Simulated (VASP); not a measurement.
A run of VASP 6.6.1:

File INCAR:

```
  PREC = Accurate
  ENCUT = 600
  EDIFF = 1E-6
  ISMEAR = 1
  SIGMA = 0.1
  LREAL = False
  LASPH = True
  NELM = 80
  ALGO = Normal
  ISIF = 3
  LWAVE = False
  LCHARG = False
  GGA = PE
  IBRION = 2
  NSW = 90
  EDIFFG = -0.01
```

The input KPOINTS:

```
regular mesh
0
Gamma
  10 10 10
```

The input POSCAR:

```
SiNi3
1.0
    3.5420000000      0.0000000000      0.0000000000
    0.0000000000      3.5420000000      0.0000000000
    0.0000000000      0.0000000000      3.5420000000
Si Ni
1 3
Direct
    0.0000000000      0.0000000000      0.0000000000
    0.0000000000      0.5000000000      0.5000000000
    0.5000000000      0.0000000000      0.5000000000
    0.5000000000      0.5000000000      0.0000000000
```

Potentials or basis: VASP PAW PBE potentials, release 64 (Si, Ni).

The run is started by

```sh
$ cat potpaw_PBE.64/Si/POTCAR potpaw_PBE.64/Ni/POTCAR > POTCAR
$ mpirun -np 1 vasp_std > vasp.out
```

Hardware: 1 thread of Intel(R) Xeon(R) Platinum 8259CL CPU @ 2.50GHz (Skylake/Cascade Lake), with other jobs on the host.

Task: Estimate the wall time of this run.

Result: It took 2.2 min on 1 thread of Intel(R) Xeon(R) Platinum 8259CL CPU @ 2.50GHz (Skylake/Cascade Lake) (shared host), peak memory 0.2 GiB. Counts: scf iterations 34, k points 56, ion steps 3.
